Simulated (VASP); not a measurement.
# Pt under a change of volume

Wanted: the elastic response of Pt to a change of volume, with a fit that predicts a row left out.

Method: r2SCAN; plane waves and PAW (Pt), in the first sound run; inputs show where later runs differ, in VASP 6.6.1.

Most raw output is cut from this account.

**1. Starting point**

It takes space group Fm-3m (No. 225, cubic). The conventional cell has a = 3.920 Å, b = 3.920 Å, c = 3.920 Å, α = 90.00°, β = 90.00°, γ = 90.00°. Nearest to Pt lie 12 Pt at 2.77 Å.

Structure file:

```xyz
1
Lattice="0.0000 1.9600 1.9600 1.9600 0.0000 1.9600 1.9600 1.9600 0.0000" Properties=species:S:1:pos:R:3 pbc="T T T"
Pt    0.0000    0.0000    0.0000
```

**2. Relax the crystal, r2SCAN**

The series starts from the cell that this level prefers, so that zero strain is near zero stress.

This step took 2 runs in a row; the last is shown.

Level: r2SCAN; plane waves and PAW (Pt).

Contents of INCAR:

```
SYSTEM = Pt
PREC = Accurate
ENCUT = 450
EDIFF = 1E-07
NELM = 120
ISMEAR = 1
SIGMA = 0.15
LREAL = .FALSE.
ALGO = Normal
METAGGA = R2SCAN
LASPH = .TRUE.
NBANDS = 11
LORBIT = 11
LWAVE = .FALSE.
LCHARG = .FALSE.
KPAR = 8
IBRION = 2
NSW = 40
ISIF = 3
EDIFFG = -0.005
POTIM = 0.4
```

Contents of POSCAR:

```
Pt
1.0
    0.0000000000      1.9718277345      1.9718277345
    1.9718277345      0.0000000000      1.9718277345
    1.9718277345      1.9718277345      0.0000000000
Pt
1
Direct
    0.0000000000      0.0000000000      0.0000000000
```

Contents of KPOINTS:

```
Automatic mesh
0
Gamma
26 26 26
0 0 0
```

PAW data sets: Pt (PBE family, release 64).

Run with:

```console
> mpirun -np 8 vasp_std
```

Run time: 50 s. Hardware: 8 MPI ranks of AMD EPYC 7R43, shared host; peak memory 1.2 GiB; 6.5 min of CPU time.

Read from the output:

```
energy(sigma→0) of the program : -51.4997 eV
stress, compression positive   : xx, yy, zz -0.04, -0.04, -0.04 GPa
volume                         : 15.333 Å³
ionic steps                    : 1
```

**3. Relax at fixed volume, r2SCAN**

One member in full: the volume is scaled by 0.98, and the cell is held.

Level: r2SCAN; plane waves and PAW (Pt).

INCAR, as its differences from that of step 2:

```diff
@@ -15,7 +15,8 @@
 LCHARG = .FALSE.
-KPAR = 8
+KPAR = 2
 IBRION = 2
 NSW = 40
-ISIF = 3
-EDIFFG = -0.005
+ISIF = 2
+EDIFFG = -0.004
 POTIM = 0.4
+MAXMIX = 40
```

Contents of POSCAR:

```
Pt
1.0
    0.0000000000      1.9585935926      1.9585935926
    1.9585935926      0.0000000000      1.9585935926
    1.9585935926      1.9585935926      0.0000000000
Pt
1
Direct
    0.0000000000      0.0000000000      0.0000000000
```

KPOINTS is that of step 2.

Run with:

```console
> mpirun -np 2 vasp_std
```

The job ended after 2.6 min (2 MPI ranks; peak memory 0.3 GiB).

This run gave:

```
energy(sigma→0) of the program : -51.4944 eV
stress, compression positive   : xx, yy, zz 5.81, 5.81, 5.81 GPa
ionic steps                    : 1
```

**4. The table**

The other members went through these steps as far as the tables show, with the same cutoff and, step by step, the same mesh; 9 runs are not shown. The session took 1.2 core hours (wall time by ranks) on a shared machine.

```
volume over the relaxed volume  volume (Å³/atom)  pressure (GPa)  energy above the unstrained row, extrapolated to no smearing (meV/atom)
                         0.940            14.413          19.972                                                                   53.223
                         0.960            14.720          12.438                                                                   22.503
                         0.980            15.027           5.806                                                                    5.305
                         0.990            15.180           2.795                                                                    1.261
                             1            15.333          -0.041                                                                    0.000
                         1.010            15.487               ?                                                                        ?
                         1.020            15.640          -5.156                                                                    5.145
                         1.040            15.947          -9.660                                                                   19.458
                         1.060            16.253         -13.600                                                                   41.789
```

**5. A fit to the known rows**

Fitting a cubic to the 8 known rows (u: logarithm of the volume ratio) gives pressure = − 921.7 u³ + 749.7 u² − 273.4 u − 0.03313 in GPa; the residuals are 0.0036 GPa r.m.s.

For the withheld row, u = 0.009950, the fit gives -2.680 GPa.

**6. Checking the prediction**

The calculation gives -2.681 GPa, so the prediction is 0.001 GPa too high.

A cubic of the pressure in ln(V/V₀) through all rows has the slope −B at V₀: B = 273 GPa, and its curvature gives B′ = 5.5.

**7. Results**

| Property | Result |
| --- | --- |
| error of the predicted pressure | 0.001 GPa |
| bulk modulus | 273 GPa |

In words: These are static values: temperature and zero-point motion are left out. In a metal the slopes also depend on mesh and smearing, which were held through the series.

[Lines on the potential files, build, host, timing and source positions are cut from VASP's logs without a mark.]

[Logs are printed without paths, hosts, clocks, repeated set-up lines and the standing remarks that a program may print on its own settings, such as how far it seeks lower states.]

[Hosts, paths, dates, database ids (printed as entryN), source tags and the programs' standing remarks are cut or masked in the printed files.]

[In band tables of VASP the shares of atoms and orbitals are scaled to a sum of 1 inside the atoms' spheres.]
